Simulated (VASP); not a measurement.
# BW2 under strain, part 2 of 4

How does the pressure of BW2 answer to a change of volume? The bands are shown for each cell. All runs use LDA. Left out of this account: 1 further run (fields: a reference on another mesh). The start is a cell from a database of measured crystal structures.

VASP 6.6.1; LDA; plane waves and PAW (B, W).

Still holding for the runs below: Spin-orbit coupling is off here; with elements this heavy it splits and shifts levels by tenths of an eV or more.

So far, pressure (GPa): step 2 (bands, cell as listed) -10.3.

**3. Bands, volume times 1.04**

The cell is expanded evenly, with fractional positions held.

INCAR reads:

```
SYSTEM = BW2
PREC = Accurate
ENCUT = 420
EDIFF = 1E-06
NELM = 100
ISMEAR = -1
SIGMA = 0.05
LREAL = .FALSE.
ALGO = Normal
GGA = CA
NBANDS = 31
LASPH = .TRUE.
LORBIT = 11
LWAVE = .FALSE.
LCHARG = .FALSE.
KPAR = 4
```

POSCAR reads:

```
BW2
1.0
   -2.8206357802      2.8206357802      2.4032141059
    2.8206357802     -2.8206357802      2.4032141059
    2.8206357802      2.8206357802     -2.4032141059
B W
2 4
Direct
    0.2500000000      0.2500000000      0.0000000000
    0.7500000000      0.7500000000      0.0000000000
    0.6692000000      0.1692000000      0.8384000000
    0.1692000000      0.3308000000      0.5000000000
    0.3308000000      0.8308000000      0.1616000000
    0.8308000000      0.6692000000      0.5000000000
```

KPOINTS reads:

```
Automatic mesh
0
Gamma
8 8 8
0 0 0
```

KPOINTS_OPT reads:

```
Line mode
16
Line-mode
Reciprocal
  0.00000000   0.00000000   0.00000000 GAMMA
  0.00000000   0.00000000   0.50000000 X

  0.00000000   0.00000000   0.50000000 X
 -0.50000000   0.50000000   0.50000000 M

 -0.50000000   0.50000000   0.50000000 M
  0.00000000   0.00000000   0.00000000 GAMMA

  0.00000000   0.00000000   0.00000000 GAMMA
  0.43148090   0.43148090  -0.43148090 Z

  0.43148090   0.43148090  -0.43148090 Z
  0.25000000   0.25000000   0.25000000 P

  0.25000000   0.25000000   0.25000000 P
  0.00000000   0.50000000   0.00000000 N

  0.00000000   0.50000000   0.00000000 N
 -0.43148090   0.56851910   0.43148090 Z1

 -0.43148090   0.56851910   0.43148090 Z1
 -0.50000000   0.50000000   0.50000000 M

  0.00000000   0.00000000   0.50000000 X
  0.25000000   0.25000000   0.25000000 P
```

The projector-augmented-wave data sets are B and W (LDA family, release 64).

Started as:

```console
$ mpirun -np 4 vasp_std
```

What it wrote:

```text
[... set-up lines as in an earlier step ...]
 entering main loop
       N       E                     dE             d eps       ncg     rms          rms(c)
DAV:   1     0.507346760166E+02    0.50735E+02   -0.11377E+04  3658   0.730E+02
DAV:   2    -0.728814465367E+02   -0.12362E+03   -0.11414E+03  4369   0.193E+02
DAV:   3    -0.786644721701E+02   -0.57830E+01   -0.55370E+01  4773   0.353E+01
DAV:   4    -0.787330939416E+02   -0.68622E-01   -0.68435E-01  4219   0.394E+00
DAV:   5    -0.787337185816E+02   -0.62464E-03   -0.62436E-03  4690   0.307E-01    0.464E+01
DAV:   6    -0.737549009928E+02    0.49788E+01   -0.68329E+00  4728   0.142E+01    0.176E+01
DAV:   7    -0.732467949507E+02    0.50811E+00   -0.20046E+00  4191   0.606E+00    0.736E+00
DAV:   8    -0.731492053529E+02    0.97590E-01   -0.20771E-01  4582   0.197E+00    0.471E-01
DAV:   9    -0.731445590371E+02    0.46463E-02   -0.15119E-02  4303   0.517E-01    0.349E-01
DAV:  10    -0.731434828451E+02    0.10762E-02   -0.16657E-03  4601   0.176E-01    0.488E-02
DAV:  11    -0.731434689303E+02    0.13915E-04   -0.93657E-05  4266   0.460E-02    0.232E-02
DAV:  12    -0.731434695652E+02   -0.63488E-06   -0.77465E-06  4506   0.110E-02
   1 F= -.73143470E+02 E0= -.73126353E+02  d E =-.342330E-01
 Start KPOINTS_OPT (optional k-point list driver)
k-point batch [1-59\144]
       N       E                     dE             ncg
DAV:   1     0.142595867988E+05   -0.14299E+05     3658
DAV:   2     0.707412946795E+04   -0.71855E+04     4299
DAV:   3     0.674025032957E+04   -0.33388E+03     4706
DAV:   4     0.673628429689E+04   -0.39660E+01     4212
DAV:   5     0.673624268517E+04   -0.41612E-01     4741
DAV:   6     0.673624171789E+04   -0.96728E-03     4165
DAV:   7     0.673624168413E+04   -0.33756E-04     4324
DAV:   8     0.673624168279E+04   -0.13457E-05     3094
DAV:   9     0.673624168269E+04   -0.99856E-07     2951
[...]
k-point batch [119-144\144]
       N       E                     dE             ncg
DAV:   1     0.331051447415E+05   -0.13932E+05     1612
DAV:   2     0.299125924016E+05   -0.31926E+04     1970
DAV:   3     0.297724084058E+05   -0.14018E+03     1966
DAV:   4     0.297710637577E+05   -0.13446E+01     1892
DAV:   5     0.297710512007E+05   -0.12557E-01     2046
DAV:   6     0.297710509480E+05   -0.25263E-03     1905
DAV:   7     0.297710509426E+05   -0.53980E-05     1822
DAV:   8     0.297710509425E+05   -0.18156E-06     1409
```

It took 29 s on 4 MPI ranks of Intel Xeon 6975P-C (Granite Rapids), shared host; peak memory 1 GiB.

OUTCAR, selected parts (step 3):

```text
  LATTYP: Found a body centered tetragonal cell.
 ALAT       =     5.6412715604
 C/A-ratio  =     0.8520114943

 Found     59 irreducible k-points:

   ENCUT  =  420.0 eV  30.87 Ry    5.56 a.u.   7.78  7.78  7.78*2*pi/ulx,y,z

   NELECT =      30.0000    total number of electrons

 E-fermi :   7.9322

 k-point     1 :       0.0000    0.0000    0.0000
  band No.  band energies     occupation
    ...
     11       4.7844      2.00000
     12       5.2658      2.00000
     13       6.5216      2.00000
     14       6.9164      2.00000
     15       7.9168      1.15310
     16       8.6098      0.00000
     17       8.6098      0.00000
     18       9.2342      0.00000
     19      10.1977      0.00000
     20      10.1977      0.00000
    ...

 k-point     2 :       0.1250    0.0000    0.0000
  band No.  band energies     occupation
    ...
     11       5.0438      2.00000
     12       5.6537      2.00000
     13       6.3771      2.00000
     14       6.7570      2.00000
     15       7.8349      1.75016
     16       8.4844      0.00003
     17       8.7245      0.00000
     18       9.6053      0.00000
     19      10.0127      0.00000
     20      10.1237      0.00000
    ...

  Total      -10.6691161    -10.6691161    -10.2251062      0.0000000      0.0000000      0.0000000
  in kB     -223.5077294   -223.5077294   -214.2061492      0.0000000      0.0000000      0.0000000
  external PRESSURE =    -220.4072026 kB  Pullay stress =       0.0000000 kB

  energy-cutoff  :      420.00
  volume of cell :       76.48
      direct lattice vectors                 reciprocal lattice vectors
    -2.820635780  2.820635780  2.403214106     0.000000000  0.177264999  0.208054704
     2.820635780 -2.820635780  2.403214106     0.177264999  0.000000000  0.208054704
     2.820635780  2.820635780 -2.403214106     0.177264999  0.177264999  0.000000000

 POSITION                                       TOTAL-FORCE (eV/Angst)
 -----------------------------------------------------------------------------------
      0.00000      0.00000      1.20161        -0.000000      0.000000     -0.000000
      0.00000      0.00000      3.60482         0.000000      0.000000     -0.000000
      0.95450      3.77514      0.00000         0.168069      0.168069     -0.000000
      1.86613      0.95450     -0.00000        -0.168069      0.168069     -0.000000
      1.86613     -0.95450      2.40321        -0.168069     -0.168069      0.000000
      0.95450      1.86613      2.40321         0.168069     -0.168069     -0.000000
 -----------------------------------------------------------------------------------
    total drift:                               -0.000000      0.000000      0.000000

  FREE ENERGIE OF THE ION-ELECTRON SYSTEM (eV)
  ---------------------------------------------------
  free  energy   TOTEN  =       -73.1434695652 eV

  energy  without entropy=      -73.1092365309  energy(sigma->0) =      -73.12635305

 total charge
# of ion       s       p       d       tot
------------------------------------------
    1        0.659   1.109   0.000   1.768
    2        0.659   1.109   0.000   1.768
    3        0.615   0.719   4.196   5.531
    4        0.615   0.719   4.196   5.531
    5        0.615   0.719   4.196   5.531
    6        0.615   0.719   4.196   5.531
--------------------------------------------------
tot          3.778   5.094  16.785  25.658

[... 4 parts as in an earlier step ...]

[... 7 further parts left out ...]
```

Numbers from this step:

* free energy (TOTEN): -73.1435 eV
* energy at zero smearing: -73.1264 eV
* Fermi energy: 7.932 eV
* pressure: -22.04 GPa

The electronic bands at the labelled points (eV, zero at the Fermi level; # counts the bands kept):

| point | #12 | #13 | #14 | #15 | #16 | #17 | #18 | #19 |
| --- | --- | --- | --- | --- | --- | --- | --- | --- |
| Γ | -2.67 | -1.41 | -1.02 | -0.02 | 0.68 | 0.68 | 1.30 | 2.27 |
| 0.47 of the way | -2.92 | -1.09 | -0.73 | -0.17 | -0.10 | -0.10 | 2.14 | 2.35 |
| X | -2.14 | -1.13 | -0.53 | -0.52 | 0.34 | 0.34 | 0.69 | 2.59 |
| 0.53 of the way | -2.44 | -1.42 | -0.57 | -0.48 | -0.48 | 0.84 | 1.62 | 1.70 |
| M | -1.80 | -1.80 | -1.79 | -0.99 | 0.06 | 0.06 | 0.16 | 1.34 |
| 0.47 of the way | -2.86 | -1.16 | -0.83 | -0.11 | 0.04 | 0.13 | 1.49 | 2.30 |
| Γ | -2.67 | -1.41 | -1.02 | -0.02 | 0.68 | 0.68 | 1.30 | 2.27 |
| 0.53 of the way | -2.42 | -1.77 | -1.35 | 0.11 | 0.11 | 0.21 | 0.46 | 2.13 |
| Z | -1.78 | -1.78 | -1.24 | -0.90 | -0.31 | -0.31 | 0.54 | 0.88 |
| 0.47 of the way | -2.47 | -2.36 | -1.06 | 0.01 | 0.15 | 1.28 | 1.30 | 1.70 |
| P | -3.04 | -1.98 | -1.98 | 0.11 | 0.11 | 1.38 | 1.38 | 2.45 |
| 0.47 of the way | -2.72 | -1.96 | -1.96 | 0.24 | 0.24 | 1.61 | 1.61 | 2.35 |
| N | -2.77 | -1.66 | -1.66 | 0.28 | 0.28 | 1.82 | 1.82 | 2.38 |
| 0.47 of the way | -2.45 | -2.25 | -0.57 | -0.34 | -0.18 | 0.85 | 1.21 | 1.41 |
| Z1 | -1.78 | -1.78 | -1.24 | -0.90 | -0.31 | -0.31 | 0.54 | 0.88 |
| 0.47 of the way | -1.79 | -1.79 | -1.38 | -1.08 | -0.07 | -0.07 | 0.29 | 1.20 |
| M | -1.80 | -1.80 | -1.79 | -0.99 | 0.06 | 0.06 | 0.16 | 1.34 |
| jump to X | -2.14 | -1.13 | -0.53 | -0.52 | 0.34 | 0.34 | 0.69 | 2.59 |
| 0.47 of the way | -2.07 | -1.94 | -1.02 | -0.50 | 0.55 | 0.67 | 1.51 | 2.35 |
| P | -3.04 | -1.98 | -1.98 | 0.11 | 0.11 | 1.38 | 1.38 | 2.45 |

Of the projections kept (B, W), the largest for each band there; the rest of the weight can lie on other orbitals:

| point | #12 | #13 | #14 | #15 | #16 | #17 | #18 | #19 |
| --- | --- | --- | --- | --- | --- | --- | --- | --- |
| Γ | W 1.00 | W 1.00 | W 1.00 | W 1.00 | W 0.99 | W 0.99 | W 1.00 | W 0.96 |
| X | W 0.92 | W 0.96 | W 1.00 | W 1.00 | W 1.00 | W 0.99 | W 1.00 | W 1.00 |
| M | W 0.95 | W 0.95 | W 1.00 | W 1.00 | W 0.91 | W 0.91 | W 1.00 | W 0.83 |
| Γ | W 1.00 | W 1.00 | W 1.00 | W 1.00 | W 0.99 | W 0.99 | W 1.00 | W 0.96 |
| Z | W 0.97 | W 0.97 | W 1.00 | W 1.00 | W 0.89 | W 0.89 | W 1.00 | W 0.82 |
| P | W 0.99 | W 0.88 | W 0.88 | W 0.90 | W 0.90 | W 0.99 | W 0.99 | W 0.99 |

Force by atom:

| atom | x (eV/Å) | y (eV/Å) | z (eV/Å) | size |
| --- | --- | --- | --- | --- |
| B1 | 0.000 | 0.000 | 0.000 | 0.000 |
| B2 | 0.000 | 0.000 | 0.000 | 0.000 |
| W3 | 0.168 | 0.168 | 0.000 | 0.238 |
| W4 | -0.168 | 0.168 | 0.000 | 0.238 |
| W5 | -0.168 | -0.168 | 0.000 | 0.238 |
| W6 | 0.168 | -0.168 | 0.000 | 0.238 |

 The pressure is -22.04 GPa.

For the pressure, step 2 gave -10.3 GPa; this run, with cell volume +4.0 %, gives -22.0 GPa.

**4. Bands, volume times 1.08**

The cell is expanded evenly, with fractional positions held.

INCAR is that of step 3.

POSCAR, as its differences from that of step 3:

```diff
@@ -2,5 +2,5 @@
 1.0
-   -2.8206357802      2.8206357802      2.4032141059
-    2.8206357802     -2.8206357802      2.4032141059
-    2.8206357802      2.8206357802     -2.4032141059
+   -2.8563438213      2.8563438213      2.4336377673
+    2.8563438213     -2.8563438213      2.4336377673
+    2.8563438213      2.8563438213     -2.4336377673
 B W
```

KPOINTS is that of step 3.

KPOINTS_OPT is that of step 3.

Started as:

```console
$ mpirun -np 4 vasp_std
```

What it wrote:

```text
[... set-up lines as in an earlier step ...]
 entering main loop
       N       E                     dE             d eps       ncg     rms          rms(c)
DAV:   1     0.478408812968E+02    0.47841E+02   -0.11301E+04  3658   0.729E+02
DAV:   2    -0.726474596194E+02   -0.12049E+03   -0.11112E+03  4311   0.189E+02
DAV:   3    -0.782286628149E+02   -0.55812E+01   -0.53584E+01  4834   0.346E+01
DAV:   4    -0.783012833826E+02   -0.72621E-01   -0.72289E-01  4258   0.403E+00
DAV:   5    -0.783020104714E+02   -0.72709E-03   -0.72659E-03  4790   0.334E-01    0.435E+01
DAV:   6    -0.732572926313E+02    0.50447E+01   -0.72971E+00  4725   0.143E+01    0.159E+01
DAV:   7    -0.727557296585E+02    0.50156E+00   -0.19831E+00  4205   0.602E+00    0.690E+00
DAV:   8    -0.726547730297E+02    0.10096E+00   -0.23673E-01  4612   0.208E+00    0.440E-01
DAV:   9    -0.726502156512E+02    0.45574E-02   -0.15752E-02  4360   0.527E-01    0.323E-01
DAV:  10    -0.726490260241E+02    0.11896E-02   -0.16530E-03  4636   0.175E-01    0.499E-02
DAV:  11    -0.726490126841E+02    0.13340E-04   -0.87271E-05  4281   0.443E-02    0.267E-02
DAV:  12    -0.726490128720E+02   -0.18793E-06   -0.83089E-06  4463   0.112E-02
   1 F= -.72649013E+02 E0= -.72631731E+02  d E =-.345642E-01
 Start KPOINTS_OPT (optional k-point list driver)
k-point batch [1-59\144]
       N       E                     dE             ncg
DAV:   1     0.135856223879E+05   -0.16170E+05     3658
DAV:   2     0.657544575433E+04   -0.70102E+04     4339
DAV:   3     0.623506743286E+04   -0.34038E+03     4730
DAV:   4     0.623067581515E+04   -0.43916E+01     4245
DAV:   5     0.623062936226E+04   -0.46453E-01     4724
DAV:   6     0.623062827083E+04   -0.10914E-02     4194
DAV:   7     0.623062823286E+04   -0.37976E-04     4328
DAV:   8     0.623062823130E+04   -0.15612E-05     3134
DAV:   9     0.623062823118E+04   -0.11482E-06     2969
[...]
k-point batch [119-144\144]
       N       E                     dE             ncg
DAV:   1     0.329216893313E+05   -0.14711E+05     1612
DAV:   2     0.297778644759E+05   -0.31438E+04     1919
DAV:   3     0.296345836081E+05   -0.14328E+03     2014
DAV:   4     0.296330336911E+05   -0.15499E+01     1915
DAV:   5     0.296330186881E+05   -0.15003E-01     1981
DAV:   6     0.296330183518E+05   -0.33626E-03     1927
DAV:   7     0.296330183425E+05   -0.92767E-05     1794
DAV:   8     0.296330183421E+05   -0.37449E-06     1394
```

Run time: 25 s. Hardware: 4 MPI ranks; peak memory 1.1 GiB; 96 s of CPU time.

OUTCAR, selected parts (step 4):

```text
  LATTYP: Found a body centered tetragonal cell.
 ALAT       =     5.7126876426
 C/A-ratio  =     0.8520114943

 Found     59 irreducible k-points:

   ENCUT  =  420.0 eV  30.87 Ry    5.56 a.u.   7.88  7.88  7.88*2*pi/ulx,y,z

   NELECT =      30.0000    total number of electrons

 E-fermi :   7.5122

 k-point     1 :       0.0000    0.0000    0.0000
  band No.  band energies     occupation
    ...
     11       4.4579      2.00000
     12       4.9175      2.00000
     13       6.1677      2.00000
     14       6.5624      2.00000
     15       7.4893      1.22478
     16       8.1594      0.00000
     17       8.1594      0.00000
     18       8.7438      0.00000
     19       9.6604      0.00000
     20       9.6604      0.00000
    ...

 k-point     2 :       0.1250   -0.0000    0.0000
  band No.  band energies     occupation
    ...
     11       4.6954      2.00000
     12       5.2938      2.00000
     13       6.0305      2.00000
     14       6.4080      2.00000
     15       7.4121      1.76187
     16       8.0398      0.00005
     17       8.2676      0.00000
     18       9.0941      0.00000
     19       9.4901      0.00000
     20       9.5936      0.00000
    ...

  Total      -15.7668780    -15.7668780    -15.3313668      0.0000000      0.0000000      0.0000000
  in kB     -318.0675738   -318.0675738   -309.2819419      0.0000000      0.0000000      0.0000000
  external PRESSURE =    -315.1390298 kB  Pullay stress =       0.0000000 kB

  energy-cutoff  :      420.00
  volume of cell :       79.42
      direct lattice vectors                 reciprocal lattice vectors
    -2.856343821  2.856343821  2.433637767     0.000000000  0.175048955  0.205453748
     2.856343821 -2.856343821  2.433637767     0.175048955  0.000000000  0.205453748
     2.856343821  2.856343821 -2.433637767     0.175048955  0.175048955  0.000000000

 POSITION                                       TOTAL-FORCE (eV/Angst)
 -----------------------------------------------------------------------------------
      0.00000      0.00000      1.21682        -0.000000      0.000000     -0.000000
      0.00000      0.00000      3.65046        -0.000000      0.000000     -0.000000
      0.96659      3.82293      0.00000         0.193290      0.193290      0.000000
      1.88976      0.96659     -0.00000        -0.193290      0.193290     -0.000000
      1.88976     -0.96659      2.43364        -0.193290     -0.193290     -0.000000
      0.96659      1.88976      2.43364         0.193290     -0.193290     -0.000000
 -----------------------------------------------------------------------------------
    total drift:                               -0.000000      0.000000      0.000000

  FREE ENERGIE OF THE ION-ELECTRON SYSTEM (eV)
  ---------------------------------------------------
  free  energy   TOTEN  =       -72.6490128720 eV

  energy  without entropy=      -72.6144486279  energy(sigma->0) =      -72.63173075

 total charge
# of ion       s       p       d       tot
------------------------------------------
    1        0.651   1.074   0.000   1.725
    2        0.651   1.074   0.000   1.725
    3        0.595   0.680   4.120   5.395
    4        0.595   0.680   4.120   5.395
    5        0.595   0.680   4.120   5.395
    6        0.595   0.680   4.120   5.395
--------------------------------------------------
tot          3.683   4.866  16.481  25.031

[... 4 parts as in an earlier step ...]

[... 7 further parts left out ...]
```

Numbers from this step:

```
free energy (TOTEN)     : -72.6490 eV
energy at zero smearing : -72.6317 eV
Fermi energy            : 7.512 eV
pressure                : -31.51 GPa
```

The electronic bands at the labelled points (eV, zero at the Fermi level; # counts the bands kept):

| point | #12 | #13 | #14 | #15 | #16 | #17 | #18 | #19 |
| --- | --- | --- | --- | --- | --- | --- | --- | --- |
| Γ | -2.59 | -1.34 | -0.95 | -0.02 | 0.65 | 0.65 | 1.23 | 2.15 |
| 0.47 of the way | -2.83 | -1.04 | -0.69 | -0.16 | -0.10 | -0.08 | 2.01 | 2.21 |
| X | -2.08 | -1.05 | -0.52 | -0.50 | 0.31 | 0.33 | 0.66 | 2.44 |
| 0.47 of the way | -2.26 | -1.23 | -0.57 | -0.45 | -0.34 | 0.53 | 1.74 | 1.88 |
| M | -1.73 | -1.71 | -1.71 | -0.92 | 0.08 | 0.08 | 0.17 | 1.27 |
| 0.47 of the way | -2.76 | -1.10 | -0.81 | -0.11 | 0.06 | 0.12 | 1.42 | 2.20 |
| Γ | -2.59 | -1.34 | -0.95 | -0.02 | 0.65 | 0.65 | 1.23 | 2.15 |
| 0.47 of the way | -2.42 | -1.61 | -1.21 | -0.02 | 0.40 | 0.40 | 0.94 | 1.93 |
| Z | -1.69 | -1.69 | -1.16 | -0.91 | -0.27 | -0.27 | 0.52 | 0.84 |
| 0.53 of the way | -2.38 | -2.33 | -1.14 | 0.19 | 0.21 | 1.25 | 1.29 | 1.73 |
| P | -2.90 | -1.91 | -1.91 | 0.10 | 0.10 | 1.32 | 1.32 | 2.33 |
| 0.47 of the way | -2.59 | -1.91 | -1.91 | 0.23 | 0.23 | 1.52 | 1.52 | 2.23 |
| N | -2.64 | -1.64 | -1.64 | 0.28 | 0.28 | 1.72 | 1.72 | 2.26 |
| 0.53 of the way | -2.29 | -2.03 | -0.55 | -0.53 | -0.13 | 0.61 | 0.89 | 1.30 |
| Z1 | -1.69 | -1.69 | -1.16 | -0.91 | -0.27 | -0.27 | 0.52 | 0.84 |
| 0.47 of the way | -1.70 | -1.70 | -1.36 | -1.01 | -0.04 | -0.04 | 0.28 | 1.14 |
| M | -1.73 | -1.71 | -1.71 | -0.92 | 0.08 | 0.08 | 0.17 | 1.27 |
| jump to X | -2.08 | -1.05 | -0.52 | -0.50 | 0.31 | 0.33 | 0.66 | 2.44 |
| 0.47 of the way | -1.96 | -1.89 | -0.97 | -0.49 | 0.53 | 0.64 | 1.43 | 2.22 |
| P | -2.90 | -1.91 | -1.91 | 0.10 | 0.10 | 1.32 | 1.32 | 2.33 |

Of the projections kept (B, W), the largest for each band there; the rest of the weight can lie on other orbitals:

| point | #12 | #13 | #14 | #15 | #16 | #17 | #18 | #19 |
| --- | --- | --- | --- | --- | --- | --- | --- | --- |
| Γ | W 1.00 | W 1.00 | W 1.00 | W 1.00 | W 0.99 | W 0.99 | W 1.00 | W 0.96 |
| X | W 0.92 | W 0.96 | W 1.00 | W 1.00 | W 0.99 | W 1.00 | W 1.00 | W 1.00 |
| M | W 1.00 | W 0.95 | W 0.95 | W 1.00 | W 0.91 | W 0.91 | W 1.00 | W 0.84 |
| Γ | W 1.00 | W 1.00 | W 1.00 | W 1.00 | W 0.99 | W 0.99 | W 1.00 | W 0.96 |
| Z | W 0.97 | W 0.97 | W 1.00 | W 1.00 | W 0.89 | W 0.89 | W 1.00 | W 0.83 |
| P | W 0.99 | W 0.89 | W 0.89 | W 0.90 | W 0.90 | W 0.99 | W 0.99 | W 0.99 |

Force by atom:

| atom | x (eV/Å) | y (eV/Å) | z (eV/Å) | size |
| --- | --- | --- | --- | --- |
| B1 | 0.000 | 0.000 | 0.000 | 0.000 |
| B2 | 0.000 | 0.000 | 0.000 | 0.000 |
| W3 | 0.193 | 0.193 | 0.000 | 0.273 |
| W4 | -0.193 | 0.193 | 0.000 | 0.273 |
| W5 | -0.193 | -0.193 | 0.000 | 0.273 |
| W6 | 0.193 | -0.193 | 0.000 | 0.273 |

 The pressure is -31.51 GPa.

For the pressure, step 2 gave -10.3 GPa; this run, with cell volume +8.0 %, gives -31.5 GPa.

(Part 2 of 4 ends here.)

[Lines on the potential files, build, host, timing and source positions are cut from VASP's logs without a mark.]

[Logs are printed without paths, hosts, clocks, repeated set-up lines and the standing remarks that a program may print on its own settings, such as how far it seeks lower states.]

[Hosts, paths, dates, database ids (printed as entryN), source tags and the programs' standing remarks are cut or masked in the printed files.]

[A measured line is paired with the nearest computed mode of its activity, which favours agreement.]

[In band tables of VASP the shares of atoms and orbitals are scaled to a sum of 1 inside the atoms' spheres.]
